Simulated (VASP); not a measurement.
All values below come from PBE GGA, VASP's PBE PAW potentials (set 64) (plane waves; VASP 6.6.1).

Input for VASP

### KPOINTS
```
Automatic mesh
0
Gamma
10 10 6
0 0 0
```

**INCAR**
```
SYSTEM = Gd
PREC = Accurate
ENCUT = 400
EDIFF = 1E-6
NELM = 100
ALGO = Normal
LREAL = .FALSE.
LASPH = .TRUE.
ISMEAR = 1
SIGMA = 0.2
GGA = PE
LMAXMIX = 6
LWAVE = .FALSE.
LCHARG = .FALSE.
ISIF = 2
```

POSCAR:
```
Gd
1
    1.8150000000    -3.1436720000     0.0000000000
    1.8150000000     3.1436720000     0.0000000000
    0.0000000000     0.0000000000     5.7800000000
Gd
2
Direct
  0.3333330000   0.6666670000   0.2500000000
  0.6666670000   0.3333330000   0.7500000000
```

POTCAR, in this order: Gd_3 (PBE.64 set). Program: vasp_std.

Task: What will the output report for the number of irreducible k-points (NKPTS), number of bands (NBANDS), largest plane-wave count, number of space-group operations, FFT grid (NGX, NGY, NGZ)?

Result: 
```
Quantity                                       Value
--------------------------------------  ------------
number of irreducible k-points (NKPTS)            56
number of bands (NBANDS)                          13
largest plane-wave count                        1214
number of space-group operations                  24
FFT grid (NGX, NGY, NGZ)                24 × 24 × 40
```

The compound is Gd in the hcp structure. The cell was not relaxed at this level. The run is one of a series of settings (SIGMA = 0.2 against the base run), some of them coarse on purpose. The 4f electrons are frozen in the core of the lanthanide potential, so 4f levels, which can set the real gap, and their magnetism are missing.
